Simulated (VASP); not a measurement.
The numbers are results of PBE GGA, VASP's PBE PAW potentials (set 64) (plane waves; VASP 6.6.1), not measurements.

VASP ran on this input.

### INCAR
```
! general
SYSTEM   =  SnO2
PREC     =  Accurate
ENCUT    =  480
LREAL    =  .FALSE.
LASPH    =  .TRUE.

! electronic loop
EDIFF    =  1E-6
NELM     =  100
ALGO     =  Normal
LMAXMIX  =  4

! smearing
ISMEAR   =  0
SIGMA    =  0.05

! functional
GGA      =  PE

! ions
IBRION   =  2
NSW      =  60
ISIF     =  3
EDIFFG   =  -0.01

! output
LWAVE    =  .FALSE.
LCHARG   =  .FALSE.
```

File POSCAR:
```
SnO2
1
    4.8223797585     0.0000000000     0.0000000000
    0.0000000000     4.8223797585     0.0000000000
    0.0000000000     0.0000000000     3.2373639476
Sn O
2 4
Direct
  0.0000000000   1.0000000000   0.0000000000
  0.5000000000   0.5000000000   0.5000000000
  0.3064990839   0.3064990839   0.0000000000
  0.8064990839   0.1935009161   0.5000000000
  0.1935009161   0.8064990839   0.5000000000
  0.6935009161   0.6935009161   1.0000000000
```

File KPOINTS:
```
Automatic mesh
0
Gamma
  5 5 7
0 0 0
```

POTCAR, in this order: Sn O (PBE.64 set). Program: vasp_std.

**Question.** What will the output report for the number of irreducible k-points (NKPTS), largest plane-wave count, number of space-group operations, FFT grid (NGX, NGY, NGZ)?

**Answer.** 
```json
{
 "number of irreducible k-points (NKPTS)": "24",
 "largest_plane_wave_count": "1827",
 "number_of_space_group_operations": "16",
 "FFT grid (NGX, NGY, NGZ)": "36 × 36 × 24"
}
```

The compound is SnO2 in the rutile structure. This run relaxes it. Symmetry was kept, so distortions that lower it aren't found. The start is the result of an earlier pass.
